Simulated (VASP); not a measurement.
These are PBE GGA, VASP's PBE PAW potentials (set 64) (plane waves; VASP) values and carry that method's errors.

The input files of a VASP run:

### INCAR
```
# general
SYSTEM =HfO2
PREC   =Accurate
ENCUT  =600   # plane-wave cut-off (eV)
LREAL  =.False.
LASPH  =.True.

# electronic loop
EDIFF  =1E-7
NELM   =100
ALGO   =Normal   # blocked Davidson
LMAXMIX=6   # l cut-off of mixed one-centre charges

# smearing
ISMEAR =0
SIGMA  =0.05   # width (eV)

# functional
GGA    =PE

# ions
IBRION =2   # conjugate gradients
NSW    =40
ISIF   =3
EDIFFG =-0.01   # ionic stop
PSTRESS=300   # kbar

# output
LWAVE  =.False.
LCHARG =.False.
```

### POSCAR
```
HfO2
1
    0.0000000000     2.4546040572     2.4546040572
    2.4546040572     0.0000000000     2.4546040572
    2.4546040572     2.4546040572    -0.0000000000
Hf O
1 2
Direct
  0.0000000000   0.0000000000   0.0000000000
  0.2500000000   0.2500000000   0.2500000000
  0.7500000000   0.7500000000   0.7500000000
```

### KPOINTS
```
kpoints
0
gamma
8 8 8
0 0 0
```

POTCAR, in this order: Hf_pv O (PBE.64 set). Program: vasp_std.

The run wrote:

File OSZICAR:
```
       N       E                     dE             d eps       ncg     rms          rms(c)
DAV:   1     0.111510664193E+03    0.11151E+03   -0.14405E+04   870   0.165E+03
DAV:   2    -0.316307179379E+02   -0.14314E+03   -0.13952E+03  1136   0.346E+02
DAV:   3    -0.356028475636E+02   -0.39721E+01   -0.39692E+01  1101   0.562E+01
DAV:   4    -0.356218582356E+02   -0.19011E-01   -0.19010E-01  1094   0.421E+00
DAV:   5    -0.356219967022E+02   -0.13847E-03   -0.13846E-03  1101   0.329E-01    0.596E+01
DAV:   6    -0.300675912206E+02    0.55544E+01   -0.27539E+01   947   0.398E+01    0.499E+01
DAV:   7    -0.300034763373E+02    0.64115E-01   -0.66880E-01  1122   0.783E+00    0.308E+01
DAV:   8    -0.299896764065E+02    0.13800E-01   -0.11900E-01  1087   0.393E+00    0.516E+00
DAV:   9    -0.299833126422E+02    0.63638E-02   -0.28280E-02  1052   0.148E+00    0.161E+00
DAV:  10    -0.299833335175E+02   -0.20875E-04   -0.35471E-03  1059   0.496E-01    0.260E-01
DAV:  11    -0.299833174643E+02    0.16053E-04   -0.23835E-04   989   0.139E-01    0.195E-01
DAV:  12    -0.299833232675E+02   -0.58033E-05   -0.38588E-05  1102   0.487E-02    0.435E-02
DAV:  13    -0.299833241454E+02   -0.87787E-06   -0.18291E-06  1094   0.115E-02    0.106E-02
DAV:  14    -0.299833242488E+02   -0.10336E-06   -0.13457E-07   779   0.345E-03    0.518E-03
DAV:  15    -0.299833243103E+02   -0.61508E-07   -0.33841E-08   610   0.160E-03
   1 F= -.24444915E+02 E0= -.24444915E+02  d E =-.244449E+02
       N       E                     dE             d eps       ncg     rms          rms(c)
DAV:   1    -0.299945906140E+02   -0.11266E-01   -0.10212E-02   961   0.101E+00    0.364E-01
DAV:   2    -0.299942589702E+02    0.33164E-03   -0.13592E-03   947   0.295E-01    0.126E-01
DAV:   3    -0.299942069541E+02    0.52016E-04   -0.65098E-05  1052   0.783E-02    0.745E-02
DAV:   4    -0.299941964509E+02    0.10503E-04   -0.34393E-05  1066   0.518E-02    0.501E-02
DAV:   5    -0.299941949608E+02    0.14902E-05   -0.21948E-06  1045   0.114E-02    0.939E-03
DAV:   6    -0.299941950380E+02   -0.77187E-07   -0.21677E-07   823   0.351E-03
   2 F= -.24444859E+02 E0= -.24444859E+02  d E =0.560515E-04
       N       E                     dE             d eps       ncg     rms          rms(c)
DAV:   1    -0.299866678028E+02    0.75272E-02   -0.51962E-03   968   0.718E-01    0.258E-01
DAV:   2    -0.299865006583E+02    0.16714E-03   -0.69056E-04   940   0.210E-01    0.890E-02
DAV:   3    -0.299864744603E+02    0.26198E-04   -0.32902E-05  1052   0.558E-02    0.527E-02
DAV:   4    -0.299864700343E+02    0.44261E-05   -0.17423E-05  1073   0.369E-02    0.357E-02
DAV:   5    -0.299864710074E+02   -0.97313E-06   -0.11216E-06  1059   0.815E-03    0.646E-03
DAV:   6    -0.299864708940E+02    0.11342E-06   -0.11233E-07   561   0.257E-03    0.226E-03
DAV:   7    -0.299864708853E+02    0.86093E-08   -0.11383E-08   477   0.992E-04
   3 F= -.24444927E+02 E0= -.24444927E+02  d E =-.113077E-04
```

File OUTCAR:
```
------------------------ aborting loop because EDIFF is reached ----------------------------------------
  FORCE on cell =-STRESS in cart. coord.  units (eV):
  Direction    XX          YY          ZZ          XY          YZ          ZX
  --------------------------------------------------------------------------------------
  Total        5.5431448      5.5431448      5.5431448      0.0000000     -0.0000000     -0.0000000
  in kB      300.0866565    300.0866565    300.0866565      0.0000000     -0.0000000     -0.0000000
  external PRESSURE =       0.0866565 kB  Pullay stress =     300.0000000 kB
  volume of cell :       29.60
      direct lattice vectors                 reciprocal lattice vectors
    -0.000000000  2.455067150  2.455067150    -0.203660417  0.203660417  0.203660417
     2.455067150  0.000000000  2.455067150     0.203660417 -0.203660417  0.203660417
     2.455067150  2.455067150  0.000000000     0.203660417  0.203660417 -0.203660417
 POSITION                                       TOTAL-FORCE (eV/Angst)
 -----------------------------------------------------------------------------------
      0.00000      0.00000      0.00000        -0.000000     -0.000000     -0.000000
      1.22753      1.22753      1.22753        -0.000000     -0.000000      0.000000
      3.68260      3.68260      3.68260         0.000000      0.000000      0.000000
 -----------------------------------------------------------------------------------
    total drift:                                0.000000      0.000000      0.000000
  FREE ENERGIE OF THE ION-ELECTRON SYSTEM (eV)
  ---------------------------------------------------
  free  energy   TOTEN  =       -29.9864708853 eV

  energy  without entropy=      -29.9864708853  energy(sigma->0) =      -29.98647089
  enthalpy is  TOTEN    =       -24.4449267860 eV   P V=        5.5415440993

 reached required accuracy - stopping structural energy minimisation
```
(Selected blocks of OUTCAR.)

CONTCAR:
```
HfO2
   1.00000000000000
    -0.0000000000000000    2.4550671497842451    2.4550671497842451
     2.4550671497842451    0.0000000000000000    2.4550671497842451
     2.4550671497842451    2.4550671497842451    0.0000000000000000
  Hf              O
     1     2
Direct
     0.0000000000000000    0.0000000000000000    0.0000000000000000
     0.2500000000000000    0.2500000000000000    0.2500000000000000
     0.7500000000000000    0.7500000000000000    0.7500000000000000
```

The compound is HfO2 in the fluorite structure, the high-temperature cubic form, which is unstable at 0 K; the monoclinic form is the stable one. This run relaxes it under an external pressure of 30 GPa. Symmetry was kept, so distortions that lower it aren't found.
